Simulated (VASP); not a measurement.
# NbTe (P-6m2) in VASP: further runs, part 2 of 2

VASP 6.6.1.

### Step 4. Single point, HSE(alpha, omega)

Contents of POSCAR:

```
NbTe
1.0
    3.7029743866      0.0000000000      0.0000000000
   -1.8514871933      3.2068698884      0.0000000000
    0.0000000000      0.0000000000      3.6942110000
Te Nb
1 1
Direct
    0.6666666667      0.3333333333      0.0000000000
    0.0000000000      0.0000000000      0.5000000000
```

Contents of INCAR.step1:

```
  PREC = Accurate
  ENCUT = 520
  EDIFF = 1E-5
  ISMEAR = -1
  SIGMA = 0.05
  LREAL = False
  LASPH = True
  NELM = 80
  ALGO = Normal
  ISIF = 2
  LWAVE = True
  NBANDS = 16
  GGA = PE
```

Contents of INCAR.step2:

```
  PREC = Accurate
  ENCUT = 520
  EDIFF = 1E-6
  ISMEAR = -1
  SIGMA = 0.05
  LREAL = False
  LASPH = True
  NELM = 80
  ALGO = Normal
  ISIF = 2
  LWAVE = False
  LCHARG = False
  GGA = PE
  LHFCALC = True
  HFSCREEN = 0.2
  AEXX = 0.25
  PRECFOCK = Fast
  NBANDS = 16
  ISTART = 1
```

Contents of KPOINTS:

```
Automatic mesh
0
Gamma
  4 4 4
```

Launch:

```sh
$ cat potpaw_PBE.64/Te/POTCAR potpaw_PBE.64/Nb_sv/POTCAR > POTCAR
$ cp INCAR.step1 INCAR
$ mpirun -np 1 vasp_std > vasp.out
$ cp INCAR.step2 INCAR
$ mpirun -np 1 vasp_std > vasp.out
```

Run time: 2.8 min. Hardware: 1 thread of Intel Xeon 6975P-C (Granite Rapids), shared host; peak memory 0.25 GiB.

Results (log left out):

```
Free energy            : -16.3224 eV
Pressure               : -5.6 GPa
Band gap on the k mesh : none (metal or under the smearing width)
```

Stress tensor (GPa, compression positive):
```
-4.33  0.00  0.00
 0.00 -4.33  0.00
 0.00  0.00 -8.26
```

Levels at points of the mesh, in eV from the Fermi level:
| k point | band 6 | band 7 | band 8 | band 9 | band 10 | band 11 | band 12 | band 13 |
| --- | --- | --- | --- | --- | --- | --- | --- | --- |
| (0.00, 0.00, 0.00) | -3.74 | -3.74 | -3.37 | -2.79 | 0.35 | 0.35 | 2.81 | 2.81 |
| (0.50, 0.00, 0.00) | -8.21 | -4.44 | -3.09 | -3.00 | -0.13 | 1.64 | 2.00 | 3.46 |
| (0.00, 0.00, 0.50) | -8.57 | -3.08 | -3.08 | -1.19 | -1.19 | 1.07 | 1.97 | 1.97 |
| (0.50, 0.00, 0.50) | -6.81 | -6.74 | -4.92 | -1.72 | 1.52 | 1.81 | 2.18 | 3.35 |

Caveat: the k mesh is coarse (spacing up to 0.49 Å⁻¹), so the values aren't converged, least of all with exact exchange; the PAW data sets were made with another functional, which shifts forces and pressure a little. The run has no spin-orbit coupling, so splittings on Te are missing.

### Step 5. Single point, HSE(alpha, omega)

POSCAR is that of step 4.

INCAR.step1 is that of step 4.

Changes to INCAR.step2 since step 4:

```diff
@@ -14,3 +14,3 @@
   LHFCALC = True
-  HFSCREEN = 0.2
+  HFSCREEN = 0.3
   AEXX = 0.25
```

KPOINTS is that of step 4.

Launch:

```sh
$ cat potpaw_PBE.64/Te/POTCAR potpaw_PBE.64/Nb_sv/POTCAR > POTCAR
$ cp INCAR.step1 INCAR
$ mpirun -np 1 vasp_std > vasp.out
$ cp INCAR.step2 INCAR
$ mpirun -np 1 vasp_std > vasp.out
```

It took 2.7 min on 1 thread of Intel Xeon 6975P-C (Granite Rapids), shared host; peak memory 0.23 GiB.

It converged, with:

| Property | Result |
| --- | --- |
| Free energy | -15.7217 eV |
| Pressure | -5.0 GPa |
| Band gap on the k mesh | none (metal or under the smearing width) |

Stress tensor (GPa, compression positive):
```
-3.80  0.00  0.00
 0.00 -3.80  0.00
 0.00  0.00 -7.36
```

Levels at points of the mesh, in eV from the Fermi level:
```tsv
k point	band 6	band 7	band 8	band 9	band 10	band 11	band 12	band 13
(0.00, 0.00, 0.00)	-3.59	-3.59	-3.24	-2.69	0.28	0.28	2.72	2.72
(0.50, 0.00, 0.00)	-8.00	-4.30	-2.98	-2.88	-0.13	1.54	1.87	3.35
(0.00, 0.00, 0.50)	-8.36	-2.97	-2.97	-1.08	-1.08	0.98	1.88	1.88
(0.50, 0.00, 0.50)	-6.64	-6.57	-4.77	-1.60	1.44	1.68	2.06	3.22
```

Caveat: the k mesh is coarse (spacing up to 0.49 Å⁻¹), so the values aren't converged, least of all with exact exchange; the PAW data sets were made with another functional, which shifts forces and pressure a little.

### Step 6. Single point, HSE(alpha, omega)

POSCAR is that of step 5.

INCAR.step1 is that of step 5.

Changes to INCAR.step2 since step 5:

```diff
@@ -14,3 +14,3 @@
   LHFCALC = True
-  HFSCREEN = 0.3
+  HFSCREEN = 0.4
   AEXX = 0.25
```

KPOINTS is that of step 5.

Potentials or basis: VASP PAW PBE potentials, release 64 (Te, Nb_sv).

Launch:

```sh
$ cat potpaw_PBE.64/Te/POTCAR potpaw_PBE.64/Nb_sv/POTCAR > POTCAR
$ cp INCAR.step1 INCAR
$ mpirun -np 1 vasp_std > vasp.out
$ cp INCAR.step2 INCAR
$ mpirun -np 1 vasp_std > vasp.out
```

Wall time 3.1 min (1 thread of Intel Xeon 6975P-C (Granite Rapids), shared host); peak memory 0.25 GiB.

Results (log left out):

```yaml
Free_energy: -15.2554 eV
Pressure: -4.3 GPa
Band_gap_on_the_k_mesh: none (metal or under the smearing width)
```

Stress tensor (GPa, compression positive):
```
-3.24  0.00  0.00
 0.00 -3.24  0.00
 0.00  0.00 -6.51
```

Levels at points of the mesh, in eV from the Fermi level:
| k point | band 7 | band 8 | band 9 | band 10 | band 11 | band 12 |
| --- | --- | --- | --- | --- | --- | --- |
| (0.00, 0.00, 0.00) | -3.47 | -3.15 | -2.61 | 0.25 | 0.25 | 2.66 |
| (0.50, 0.00, 0.00) | -4.19 | -2.90 | -2.80 | -0.13 | 1.47 | 1.79 |
| (0.00, 0.00, 0.50) | -2.88 | -2.88 | -1.01 | -1.01 | 0.93 | 1.83 |
| (0.50, 0.00, 0.50) | -6.42 | -4.64 | -1.52 | 1.38 | 1.59 | 1.99 |

Caveat: the k mesh is coarse (spacing up to 0.49 Å⁻¹), so the values aren't converged, least of all with exact exchange; the PAW data sets were made with another functional, which shifts forces and pressure a little. Spin-orbit coupling is left out, which matters for the levels of Te.

### Step 7. For comparison

An earlier run on the cell as given: functional PBE; potentials or basis VASP PAW PBE potentials, release 64 (Te, Nb_sv); cutoff 520 eV; k mesh 8 × 8 × 7; occupations fermi-dirac, width 0.05 eV; no spin polarisation.

- Pressure: -0.8 GPa
- Band gap on the k mesh: none (metal or under the smearing width)

### Step 8. Overview

```tsv
level	k mesh	screening parameter	grid for exact exchange (PRECFOCK)	mesh quality	gap on the mesh (eV)	pressure (GPa)
HSE(alpha, omega)	4 × 4 × 4	0.1	Fast	coarse	none	-6.3
HSE(alpha, omega)	4 × 4 × 4	0.15	Fast	coarse	none	-6.0
HSE(alpha, omega)	4 × 4 × 4	0.2	Fast	coarse	none	-5.6
HSE(alpha, omega)	4 × 4 × 4	0.3	Fast	coarse	none	-5.0
HSE(alpha, omega)	4 × 4 × 4	0.4	Fast	coarse	none	-4.3
PBE	8 × 8 × 7	-	-	not flagged	none	-0.8
```

Alike in all rows: task single point; potentials or basis VASP PAW PBE potentials, release 64 (Te, Nb_sv); no spin polarisation; cell as given; cutoff (eV) 520; smearing fermi-dirac 0.05 eV.

Caveats: some runs use coarse meshes; the PAW data sets were made with another functional, which shifts forces and pressure a little (some runs).

Total energies depend on the potentials used, so only differences within one code and one set of settings carry meaning.
